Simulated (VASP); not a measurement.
# LiCuOF (P4/mmm) in VASP: further runs, part 2 of 2

VASP 6.6.1.

## 3. Relaxation of cell and atoms, LDA, target pressure 20 GPa, at which the enthalpy is minimised

This run uses another cell than the first one, of 9.74 Å³/atom, 1.274 times its volume.

Contents of INCAR:

```
ALGO = Normal ; EDIFF = 1E-6
EDIFFG = -0.01 ; ENCUT = 600
IBRION = 2 ; ISIF = 3
ISMEAR = -1 ; LASPH = True
LCHARG = False ; LREAL = False
LWAVE = False ; NELM = 100
NSW = 80 ; PREC = Accurate
PSTRESS = 200.0 ; SIGMA = 0.1
```

Contents of KPOINTS:

```
k-points
0
Gamma
  8 8 4
```

Contents of POSCAR:

```
LiCuOF
1.0
    2.7944980000      0.0000000000      0.0000000000
    0.0000000000      2.7944980000      0.0000000000
    0.0000000000      0.0000000000      4.9883930000
Li Cu O F
1 1 1 1
Direct
    0.5000000000      0.5000000000      0.5000000000
    0.0000000000      0.0000000000      0.0000000000
    0.5000000000      0.5000000000      0.0000000000
    0.0000000000      0.0000000000      0.5000000000
```

Potentials or basis: VASP PAW LDA potentials, release 64 (Li_sv, Cu, O, F).

Started as:

```console
> cat potpaw_LDA.64/Li_sv/POTCAR potpaw_LDA.64/Cu/POTCAR potpaw_LDA.64/O/POTCAR potpaw_LDA.64/F/POTCAR > POTCAR
> mpirun -np 1 vasp_std > vasp.out
```

OUTCAR:

```text
EDIFF = 1E-6
   EDIFFG = -0.01
   ENCUT = 600
   IBRION = 2
   ISIF = 3
   ISMEAR = -1
   LASPH = True
   LREAL = False
   NELM = 100
   NSW = 80
   PREC = Accurate
   PSTRESS = 200.0

 ion  position               nearest neighbor table
   1  0.500  0.500  0.500-   4 1.98   4 1.98   4 1.98   4 1.98
   2  0.000  0.000  0.000-   3 1.98   3 1.98   3 1.98   3 1.98
   3  0.500  0.500  0.000-   2 1.98   2 1.98   2 1.98   2 1.98
   4  0.000  0.000  0.500-   1 1.98   1 1.98   1 1.98   1 1.98

  LATTYP: Found a simple tetragonal cell.
 ALAT       =     2.7944980000
 C/A-ratio  =     1.7850766041

  Lattice vectors:

 A1 = (   2.7944980000,   0.0000000000,   0.0000000000)
 A2 = (   0.0000000000,   2.7944980000,   0.0000000000)
 A3 = (   0.0000000000,   0.0000000000,   4.9883930000)

Analysis of symmetry for initial positions (statically):
=====================================================================
 Subroutine PRICEL returns:
 Original cell was already a primitive cell.

 Routine SETGRP: Setting up the symmetry group for a
 simple tetragonal supercell.

 Subroutine GETGRP returns: Found 16 space group operations
 (whereof 16 operations were pure point group operations)
 out of a pool of 16 trial point group operations.

The static configuration has the point symmetry D_4h.
[... 282 lines left out ...]

  enthalpy is  TOTEN    =       -17.4191171444 eV   P V=        4.0688741910

[... ionic steps 4 to 11 ...]

--------------------------------------- Ionic step       12  -------------------------------------------

 number of electron      26.9999971 magnetization

------------------------ aborting loop because EDIFF is reached ----------------------------------------
[... 75 lines left out ...]
--------------------------------------- Ionic step       14  -------------------------------------------

 number of electron      26.9999971 magnetization

 Free energy of the ion-electron system (eV)
  ---------------------------------------------------
  ext. energy  EPLUGINS =         0.00000000
  ---------------------------------------------------
  free energy    TOTEN  =       -21.46173528 eV

  energy without entropy =      -21.41085432  energy(sigma->0) =      -21.43629480

 E-fermi :   6.1104     XC(G=0): -12.6458

 val. band max:        6.1015079728   @ k =   0.5000   0.1250   0.5000
 cond. band min:       6.1500902690   @ k =   0.3750   0.0000   0.5000
 fundamental gap:      0.0485822962
 Fermi energy:         6.1104252205

 k-point     1 :       0.0000    0.0000    0.0000
  band No.  band energies     occupation
      1     -37.6494      2.00000
      2     -18.1847      2.00000
      3     -13.5312      2.00000
      4      -1.9487      2.00000
      5       0.7891      2.00000
      6       0.7891      2.00000
[... 457 lines left out ...]
      4      -2.3666      2.00000
      5      -1.2726      2.00000
      6      -0.4303      2.00000
[... 9 lines left out ...]
     16      14.5774      0.00000
     17      16.8931      0.00000

 [... further k-points ...]

------------------------ aborting loop because EDIFF is reached ----------------------------------------

  FORCE on cell =-STRESS in cart. coord.  units (eV):
  Direction    XX          YY          ZZ          XY          YZ          ZX
  --------------------------------------------------------------------------------------
  -------------------------------------------------------------------------------------
  Total        3.8346038      3.8346038      3.7995310      0.0000000      0.0000000      0.0000000
  in kB      200.9132469    200.9132469    199.0756139      0.0000000      0.0000000      0.0000000
  external PRESSURE =       0.3007026 kB  Pullay stress =     200.0000000 kB
[... 23 lines left out ...]
  energy  without entropy=      -21.4108543173  energy(sigma->0) =      -21.43629480

  enthalpy is  TOTEN    =       -17.6445615626 eV   P V=        3.8171737213

 reached required accuracy - stopping structural energy minimisation
```

OSZICAR:

```text
N       E                     dE             d eps       ncg     rms          rms(c)
DAV:   1     0.252058952890E+03    0.25206E+03   -0.15281E+04  1554   0.237E+03
DAV:   2     0.227543197053E+01   -0.24978E+03   -0.24251E+03  1699   0.456E+02
DAV:   3    -0.237050167676E+02   -0.25980E+02   -0.25729E+02  2075   0.158E+02
[... 139 lines left out ...]
DAV:   1    -0.214619675963E+02   -0.81090E-03   -0.11985E-02  1533   0.118E+00    0.106E-01
DAV:   2    -0.214617983625E+02    0.16923E-03   -0.39689E-04  2151   0.315E-01    0.497E-02
DAV:   3    -0.214617474738E+02    0.50889E-04   -0.74250E-05  2338   0.232E-01    0.240E-02
DAV:   4    -0.214617358138E+02    0.11660E-04   -0.32988E-05  2064   0.178E-01    0.548E-03
DAV:   5    -0.214617352839E+02    0.52986E-06   -0.31348E-06  1396   0.474E-02
  14 F= -.17644562E+02 E0= -.17619121E+02  d E =-.477195E-04
```

CONTCAR:

```text
LiCuOF
   1.00000000000000
     2.6965651593004054   -0.0000000000000000   -0.0000000000000000
    -0.0000000000000000    2.6965651593004054    0.0000000000000000
     0.0000000000000000    0.0000000000000000    4.2053357400266691
  Li              Cu              O               F
     1     1     1     1
Direct
     0.5000000000000000    0.5000000000000000    0.5000000000000000
     0.0000000000000000    0.0000000000000000    0.0000000000000000
     0.5000000000000000    0.5000000000000000    0.0000000000000000
     1.0000000000000000    0.0000000000000000    0.5000000000000000

  0.00000000E+00  0.00000000E+00  0.00000000E+00
  0.00000000E+00  0.00000000E+00  0.00000000E+00
  0.00000000E+00  0.00000000E+00  0.00000000E+00
  0.00000000E+00  0.00000000E+00  0.00000000E+00
```

It took 3.8 min on 1 thread of Intel Xeon Platinum 8259CL at 2.50GHz (Skylake/Cascade Lake), shared host; peak memory 0.18 GiB.

What came out:

```
Free energy                                            : -21.4617 eV
Relaxed volume                                         : 7.64 Å³/atom
Relaxed cell                                           : a = 2.697 Å, b = 2.697 Å, c = 4.205 Å, α = 90.00°, β = 90.00°, γ = 90.00°
Space group after relaxing (to 0.05 Å)                 : P4/mmm (No. 123)
Energy change on relaxing (the enthalpy is what falls) : +25.9 meV/atom
Ionic steps                                            : 14
Pressure after relaxing                                : 20.0 GPa
Band gap on the k mesh                                 : none (metal or under the smearing width)
```

Step by step:
```tsv
step	energy change (eV)	largest force (eV/Å)	pressure (GPa)	volume (Å³)
1	0.0000	0.0000	-10.24	38.96
2	0.7358	0.0000	48.18	29.48
3	0.0773	0.0000	18.55	32.60
4	0.0629	0.0000	19.12	31.77
5	0.1126	0.0000	22.03	30.65
6	0.6220	0.0000	39.46	28.25
7	0.1441	0.0000	23.40	30.33
8	0.1681	0.0000	24.43	30.13
9	0.0379	0.0000	15.06	31.19
10	0.0984	0.0000	19.86	30.62
11	0.0972	0.0000	19.72	30.63
12	0.1055	0.0000	20.20	30.56
13	0.1042	0.0000	20.11	30.57
14	0.1036	0.0000	20.03	30.58
```

Final structure:
```xyz
4
Lattice="2.6966 0.0000 0.0000 0.0000 2.6966 0.0000 0.0000 0.0000 4.2053" Properties=species:S:1:pos:R:3 pbc="T T T"
Li    1.3483    1.3483    2.1027
Cu    0.0000    0.0000    0.0000
O     1.3483    1.3483    0.0000
F     2.6966    0.0000    2.1027
```

Levels at points of the mesh, in eV from the Fermi level:
| k point | band 11 | band 12 | band 13 | band 14 | band 15 | band 16 | band 17 |
| --- | --- | --- | --- | --- | --- | --- | --- |
| (0.00, 0.00, 0.00) | -2.67 | -2.22 | -2.22 | -2.09 | 3.76 | 10.62 | 11.04 |
| (0.50, 0.00, 0.00) | -2.10 | -1.36 | -0.69 | 1.79 | 8.17 | 8.93 | 9.78 |
| (0.50, 0.50, 0.00) | -2.93 | -1.97 | -1.84 | -1.42 | 6.98 | 11.83 | 12.16 |
| (0.00, 0.00, 0.50) | -2.67 | -1.99 | -1.99 | -0.91 | 5.72 | 7.95 | 12.45 |
| (0.50, 0.00, 0.50) | -1.90 | -0.60 | 0.10 | 1.79 | 5.69 | 7.01 | 11.42 |
| (0.50, 0.50, 0.50) | -2.49 | -1.84 | -1.42 | -1.05 | 8.66 | 11.45 | 11.45 |

Caveat: the cutoff is under 1.25 times the usual one of these potentials, so pressure, stress and relaxed cells hold a basis-set (Pulay) error; the cell is relaxed towards a set pressure, so the enthalpy falls and the energy may rise; the volume moved by over 15 % at a fixed basis, so the end points are rough; an odd number of electrons without spin polarisation forces a metal; a magnetic or distorted state may lie lower; the run has no spin polarisation, though such a crystal can be magnetic; semilocal functionals often make such compounds metallic where correlation or magnetic order opens a gap, which also shifts bond lengths. With open d or f shells a metallic result of LDA can be an artefact of self-interaction; +U or a hybrid may open a gap.
